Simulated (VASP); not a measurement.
Input:

```
CELL_PARAMETERS angstrom
      3.19499     0.00000     0.00000
     -1.59749     2.76694     0.00000
      0.00000     0.00000    10.27989
ATOMIC_POSITIONS crystal
  Cd 0.00000 0.00000 0.00000
  Cd 0.00000 0.00000 0.50000
  Cd 0.33333 0.66667 0.25000
  Cd 0.66667 0.33333 0.75000
```

The numbers are results of LDA (Ceperley-Alder, Perdew-Zunger), VASP's LDA PAW potentials (set 64) (plane waves; VASP), not measurements. Settings: 300 eV cut-off, 8×8×3 Γ-centred mesh, first-order Methfessel-Paxton smearing of 0.10 eV, potentials Cd.

At this cut-off the stress carries a Pulay error, which pulls relaxed volumes low. Energy and stress use the plane-wave basis of the starting cell.

Q: The ions, cell shape and volume are relaxed. Give the cell that the relaxation ends in.

A: 
```
CELL_PARAMETERS angstrom
      3.05109     0.00000     0.00000
     -1.52554     2.64232     0.00000
      0.00000     0.00000     9.85151
ATOMIC_POSITIONS crystal
  Cd 0.00000 0.00000 0.00000
  Cd 0.00000 0.00000 0.50000
  Cd 0.33333 0.66667 0.25000
  Cd 0.66667 0.33333 0.75000
```
Space group P6_3/mmc (194), at a tolerance of 0.03 Å.

Q: How do energy and volume change from the first to the last step?

A: The energy (σ→0) changes by -66.8 meV/atom and the volume by -12.6 %, in 7 ionic steps.

The structure was generated: Cd was put into an ordered model structure, which need not be its known phase. This run relaxes it. Symmetry was kept, so distortions that lower it aren't found. The run is one of a series of settings (EDIFFG = -0.01, IBRION = 2, ISIF = 3, NSW = 50 against the base run), some of them coarse on purpose.
